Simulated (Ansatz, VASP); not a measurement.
# Ge2H (Ge(111) slab, H on both faces) in two plane-wave programs, part 2 of 2

Aim: how closely do two programs agree when they are given the same cell, functional and k mesh? The cell is taken from a series of runs on this material, whose earlier steps may have relaxed, scaled, displaced or heated it; both programs get it as it stands.

VASP 6.6.1 and Ansatz 0.2.0.

So far: Starting point; VASP: single point, PBE, pair 1; Ansatz: single point, PBE, pair 1; Differences.

### Step 5. Ansatz: single point, PBE, pair 2

Level of this step: Ansatz beside VASP: Kohn-Sham DFT, plane waves, PBE (Ansatz).

A single point gives forces, pressure and levels at one fixed geometry, so differences don't come from the geometry; what else differs is listed under the comparison.

The cell is taken from a series of runs on this material, whose earlier steps may have relaxed, scaled, displaced or heated it; both programs get it as it stands.

File input.yaml:

```yaml
crystal:
  lattice:
    - [12.00243, 0.0, 0.0]
    - [-6.00122, 10.39441, 0.0]
    - [0.0, 0.0, 19.14331]
  atoms:
    - { symbol: Ge, position: [0.43945, 0.90392, 0.43362] }
    - { symbol: Ge, position: [0.67798, 0.99407, 0.39472] }
    - { symbol: Ge, position: [0.22698, 0.7809, 0.61312] }
    - { symbol: Ge, position: [0.43406, 0.88501, 0.55888] }
    - { symbol: Ge, position: [0.43321, 0.55574, 0.4382] }
    - { symbol: Ge, position: [0.6559, 0.66287, 0.39816] }
    - { symbol: Ge, position: [0.21164, 0.43648, 0.6017] }
    - { symbol: Ge, position: [0.44319, 0.56641, 0.56064] }
    - { symbol: Ge, position: [0.7771, 0.89771, 0.42843] }
    - { symbol: Ge, position: [0.99989, 0.99124, 0.39714] }
    - { symbol: Ge, position: [0.56548, 0.76426, 0.6056] }
    - { symbol: Ge, position: [0.77107, 0.87031, 0.56334] }
    - { symbol: Ge, position: [0.4318, 0.21123, 0.43263] }
    - { symbol: Ge, position: [0.67264, 0.33949, 0.38845] }
    - { symbol: Ge, position: [0.22145, 0.10855, 0.61045] }
    - { symbol: Ge, position: [0.44432, 0.22169, 0.56419] }
    - { symbol: Ge, position: [0.77735, 0.55765, 0.4411] }
    - { symbol: Ge, position: [0.98206, 0.66311, 0.38589] }
    - { symbol: Ge, position: [0.55638, 0.44557, 0.60461] }
    - { symbol: Ge, position: [0.77952, 0.56334, 0.55426] }
    - { symbol: Ge, position: [0.12074, 0.89555, 0.43882] }
    - { symbol: Ge, position: [0.33012, 0.99038, 0.39713] }
    - { symbol: Ge, position: [0.88543, 0.77542, 0.59826] }
    - { symbol: Ge, position: [0.098, 0.88682, 0.56757] }
    - { symbol: Ge, position: [0.77564, 0.22607, 0.43424] }
    - { symbol: Ge, position: [0.99304, 0.33847, 0.39341] }
    - { symbol: Ge, position: [0.54392, 0.10142, 0.60994] }
    - { symbol: Ge, position: [0.78123, 0.22255, 0.56476] }
    - { symbol: Ge, position: [0.12257, 0.56697, 0.43209] }
    - { symbol: Ge, position: [0.33237, 0.65861, 0.39357] }
    - { symbol: Ge, position: [0.88685, 0.45198, 0.60072] }
    - { symbol: Ge, position: [0.11188, 0.55824, 0.56849] }
    - { symbol: Ge, position: [0.11338, 0.22451, 0.44001] }
    - { symbol: Ge, position: [0.34388, 0.34285, 0.3929] }
    - { symbol: Ge, position: [0.8919, 0.10903, 0.60005] }
    - { symbol: Ge, position: [0.11743, 0.22035, 0.55925] }
    - { symbol: H, position: [0.66727, 0.00393, 0.31194] }
    - { symbol: H, position: [0.22169, 0.77107, 0.68959] }
    - { symbol: H, position: [0.6671, 0.66244, 0.31254] }
    - { symbol: H, position: [0.22408, 0.45236, 0.69098] }
    - { symbol: H, position: [0.99814, 0.00245, 0.31461] }
    - { symbol: H, position: [0.55153, 0.77659, 0.68761] }
    - { symbol: H, position: [0.65952, 0.32433, 0.30545] }
    - { symbol: H, position: [0.22361, 0.11436, 0.68201] }
    - { symbol: H, position: [0.9928, 0.67094, 0.30875] }
    - { symbol: H, position: [0.55884, 0.45303, 0.68674] }
    - { symbol: H, position: [0.33785, 0.00494, 0.30854] }
    - { symbol: H, position: [0.88952, 0.77702, 0.68628] }
    - { symbol: H, position: [0.00662, 0.33179, 0.32173] }
    - { symbol: H, position: [0.55429, 0.10634, 0.68898] }
    - { symbol: H, position: [0.32525, 0.66698, 0.31186] }
    - { symbol: H, position: [0.88098, 0.44327, 0.68713] }
    - { symbol: H, position: [0.34292, 0.34105, 0.31382] }
    - { symbol: H, position: [0.88827, 0.11611, 0.68574] }
kpoints:
  mp_grid: { grid: [1, 1, 1] }
hamiltonian:
  xc: pbe
scf:
  occupations: { method: fermi_dirac, width: 0.05 }
output:
  forces: true
  eigenvalues: true
  populations: true
```

Launch:

```bash
ansatz run input.yaml --threads 4 --pin off --max-ram 8192MiB --backend cpu --events-out ev --progress --plain --runs-dir out
```

Numbers of over 12 decimals in the logs are rounded to 6 here.

What it wrote:

```text
[...]
Crystal: 54 atoms, lattice volume = 2388.284 Å³
Basis set: ecut = 420 eV, 46521 PW (Γ), exchange–correlation on 162×162×256 points (8 copies of the dense FFT grid, shifted against one another)
Bands: 315, of which v1, the nominal top of the filled ones, is band 261 counted from 1 (260 counted from 0)
Symmetry: 1 space group operations
[...]
k-points: 1
[...]
--- Löwdin populations: 54 sites ---
  site symbol       q [e]
     0     Ge     13.9696
     1     Ge     13.8976
     2     Ge     13.8921
     3     Ge     14.0095
     4     Ge     13.9634
     5     Ge     13.9502
     6     Ge     13.9332
     7     Ge     13.9734
[...]
50      H      1.0255
    51      H      1.0408
    52      H      1.0171
    53      H      1.0450
  spilling = 0.002688 (of n_electrons = 522.000000)
[key lines of the parts left out:]
SCF converged after 10 iterations
Free energy (F): -154886.952078 eV
Fermi energy:    0.528996 eV
```

### Step 6. VASP: single point, PBE, pair 2

The same cell, functional, mesh and smearing now go to VASP, with its own data sets.

File INCAR:

```
SYSTEM = Ge2H
PREC = Accurate
ENCUT = 410
EDIFF = 1E-06
NELM = 120
ISMEAR = -1
SIGMA = 0.05
LREAL = Auto
ALGO = Normal
GGA = PE
NBANDS = 304
LORBIT = 11
LWAVE = .FALSE.
LCHARG = .FALSE.
ISIF = 2
LASPH = .TRUE.
GGA_COMPAT = .FALSE.
EFERMI = MIDGAP
NCORE = 2
```

File POSCAR:

```
Ge2H
1.0
   12.0024300000      0.0000000000      0.0000000000
   -6.0012200000     10.3944100000      0.0000000000
    0.0000000000      0.0000000000     19.1433100000
Ge H
36 18
Direct
    0.4394500000      0.9039200000      0.4336200000
    0.6779800000      0.9940700000      0.3947200000
    0.2269800000      0.7809000000      0.6131200000
    0.4340600000      0.8850100000      0.5588800000
    0.4332100000      0.5557400000      0.4382000000
    0.6559000000      0.6628700000      0.3981600000
    0.2116400000      0.4364800000      0.6017000000
    0.4431900000      0.5664100000      0.5606400000
    0.7771000000      0.8977100000      0.4284300000
    0.9998900000      0.9912400000      0.3971400000
    0.5654800000      0.7642600000      0.6056000000
    0.7710700000      0.8703100000      0.5633400000
    0.4318000000      0.2112300000      0.4326300000
    0.6726400000      0.3394900000      0.3884500000
    0.2214500000      0.1085500000      0.6104500000
    0.4443200000      0.2216900000      0.5641900000
    0.7773500000      0.5576500000      0.4411000000
    0.9820600000      0.6631100000      0.3858900000
    0.5563800000      0.4455700000      0.6046100000
    0.7795200000      0.5633400000      0.5542600000
    0.1207400000      0.8955500000      0.4388200000
    0.3301200000      0.9903800000      0.3971300000
    0.8854300000      0.7754200000      0.5982600000
    0.0980000000      0.8868200000      0.5675700000
    0.7756400000      0.2260700000      0.4342400000
    0.9930400000      0.3384700000      0.3934100000
    0.5439200000      0.1014200000      0.6099400000
    0.7812300000      0.2225500000      0.5647600000
    0.1225700000      0.5669700000      0.4320900000
    0.3323700000      0.6586100000      0.3935700000
    0.8868500000      0.4519800000      0.6007200000
    0.1118800000      0.5582400000      0.5684900000
    0.1133800000      0.2245100000      0.4400100000
    0.3438800000      0.3428500000      0.3929000000
    0.8919000000      0.1090300000      0.6000500000
    0.1174300000      0.2203500000      0.5592500000
    0.6672700000      0.0039300000      0.3119400000
    0.2216900000      0.7710700000      0.6895900000
    0.6671000000      0.6624400000      0.3125400000
    0.2240800000      0.4523600000      0.6909800000
    0.9981400000      0.0024500000      0.3146100000
    0.5515300000      0.7765900000      0.6876100000
    0.6595200000      0.3243300000      0.3054500000
    0.2236100000      0.1143600000      0.6820100000
    0.9928000000      0.6709400000      0.3087500000
    0.5588400000      0.4530300000      0.6867400000
    0.3378500000      0.0049400000      0.3085400000
    0.8895200000      0.7770200000      0.6862800000
    0.0066200000      0.3317900000      0.3217300000
    0.5542900000      0.1063400000      0.6889800000
    0.3252500000      0.6669800000      0.3118600000
    0.8809800000      0.4432700000      0.6871300000
    0.3429200000      0.3410500000      0.3138200000
    0.8882700000      0.1161100000      0.6857400000
```

File KPOINTS:

```
Automatic mesh
0
Gamma
1 1 1
0 0 0
```

Potentials, in the order of the species: Ge_d and H (PBE family, release 64).

Launch:

```bash
mpirun -np 8 vasp_gam
```

What it wrote:

```text
[... set-up lines as in an earlier step ...]
 entering main loop
       N       E                     dE             d eps       ncg     rms          rms(c)
DAV:   1     0.755265251496E+04    0.75527E+04   -0.24010E+05   752   0.313E+03
DAV:   2     0.157438859695E+04   -0.59783E+04   -0.58314E+04   728   0.824E+02
DAV:   3    -0.159207390510E+02   -0.15903E+04   -0.15311E+04   856   0.251E+02
DAV:   4    -0.202884139702E+03   -0.18696E+03   -0.18388E+03   712   0.989E+01
[...]
DAV:  25    -0.205472582453E+03   -0.48091E-05   -0.59346E-07   440   0.420E-03    0.314E-04
DAV:  26    -0.205472583842E+03   -0.13894E-05   -0.20429E-07   392   0.348E-03    0.184E-04
DAV:  27    -0.205472584549E+03   -0.70666E-06   -0.11844E-07   392   0.187E-03
   1 F= -.20547258E+03 E0= -.20546500E+03  d E =-.151612E-01
```

From OUTCAR (step 6):

```text
  Total       34.2804920     22.0372004      2.6882043     -3.6243395     -2.5299401      1.7866392
  in kB       22.9970204     14.7836253      1.8033782     -2.4313831     -1.6972068      1.1985644
  external PRESSURE =      13.1946746 kB  Pullay stress =       0.0000000 kB

 POSITION                                       TOTAL-FORCE (eV/Angst)
 -----------------------------------------------------------------------------------
     -0.15015      9.39572      8.30092         4.546941     -2.941607      0.678866
      2.17177     10.33277      7.55625        -4.909968      2.954055     -1.647171
     -1.96204      8.11699     11.73715        -1.207289     -0.368967     -1.821893
     -0.10136      9.19916     10.69881         1.540816     -0.040300      0.877084
      1.86445      5.77659      8.38860         1.785437     -0.179896     -0.288863
      3.89437      6.89014      7.62210         0.440049      0.628721     -1.184317
     -0.07922      4.53695     11.51853         0.748274      1.081932      1.875448
      1.92021      5.88750     10.73251         0.040527     -3.003851      0.724537
      3.93973      9.33117      8.20157         3.417473     -3.373539      2.303876
      6.05246     10.30335      7.60257        -0.146340      1.673277     -0.589399
      2.20064      7.94403     11.59319        -2.653673      1.910871      1.242146
      4.03179      9.04636     10.78419        -0.282642      2.811206     -1.554464
      3.91501      2.19561      8.28197         1.362613      1.428532      0.494377
      6.03596      3.52880      7.43622        -1.192050     -0.972329      0.098203
[...]
-----------------------------------------------------------------------------------
    total drift:                               -0.005328     -0.008855     -0.004434

  FREE ENERGIE OF THE ION-ELECTRON SYSTEM (eV)
  ---------------------------------------------------
  free  energy   TOTEN  =      -205.4725845487 eV

  energy  without entropy=     -205.4574233867  energy(sigma->0) =     -205.46500397

[... 2 parts as in an earlier step ...]

[... 1 further part left out ...]
[key lines of the parts left out:]
E-fermi :  -0.7096
```

### Step 7. Comparison

Compared:

| quantity | Ansatz | VASP | difference |
| --- | --- | --- | --- |
| gap on the k mesh (eV) | 0.426 | 0.429 | -0.003 |

Forces on 8 of the 54 atoms, those with the largest forces and the largest differences (eV/Å; atoms numbered as in POSCAR):

| atom | Ansatz x, y, z | VASP x, y, z |
| --- | --- | --- |
| Ge1 | 4.554, -2.943, 0.675 | 4.547, -2.942, 0.679 |
| Ge2 | -4.913, 2.954, -1.631 | -4.910, 2.954, -1.647 |
| Ge9 | 3.421, -3.376, 2.306 | 3.417, -3.374, 2.304 |
| Ge15 | 0.014, 0.131, -4.193 | 0.010, 0.134, -4.082 |
| Ge17 | -0.895, -0.369, -3.939 | -0.894, -0.369, -3.931 |
| Ge22 | -2.362, 2.318, -3.358 | -2.360, 2.317, -3.361 |
| H44 | -0.103, 0.139, 3.965 | -0.102, 0.134, 3.854 |
| H49 | 0.410, -0.205, -3.475 | 0.397, -0.200, -3.385 |

The forces differ by 18 meV/Å r.m.s., which is 1.3 % of the r.m.s. force of 1.467 eV/Å (both taken over all components). A gap on the mesh is an upper bound, since the band edges may lie between its points. With vacuum in the cell, a pressure given here is an average over mostly empty space and none of the material.

### Step 8. What came out

* r.m.s. force difference (single point, PBE, pair 1): 2.5 % of the r.m.s. force
* r.m.s. force difference (single point, PBE, pair 2): 1.3 % of the r.m.s. force

What this shows: The r.m.s. force difference is 2.5 % of the r.m.s. force (single point, PBE, pair 1), within the 3 % picked in this series as the mark of a large difference. How closely two codes agree says nothing of how well the functional describes the real material.

[Lines on the potential files, build, host, timing and source positions are cut from VASP's logs without a mark.]

[Logs are printed without paths, hosts, clocks, repeated set-up lines and the standing remarks that a program may print on its own settings, such as how far it seeks lower states.]

[Hosts, paths, dates, database ids (printed as entryN), source tags and the programs' standing remarks are cut or masked in the printed files.]
